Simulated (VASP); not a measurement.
```xyz
2
Lattice="1.7561 -3.0417 0.0000 1.7561 3.0417 0.0000 0.0000 0.0000 5.4370" Properties=species:S:1:pos:R:3 pbc="T T T"
Tm     1.7561     1.0139     1.3593
Tm     1.7561    -1.0139     4.0778
```

Level of theory: revTPSS meta-GGA, VASP's PBE PAW potentials (set 64) (plane waves; VASP). Run with 520 eV cut-off, 11×11×6 Γ-centred mesh, first-order Methfessel-Paxton smearing of 0.10 eV, potentials Tm_3.

The 4f electrons are frozen in the core of the lanthanide potential, so 4f levels, which can set the real gap, and their magnetism are missing.

### Question
Estimate the energy per atom (σ→0), band gap (on the k-mesh) with the smallest direct gap where there is one.

### Answer

The band gap (on the k-mesh) is none (metal, semimetal or under 0.01 eV) and the energy per atom (σ→0) is 30.128 eV/atom.

Only differences to runs with the same potentials and settings are physical.

The compound is Tm in the hcp structure. It was relaxed first. The start is the result of an earlier pass.
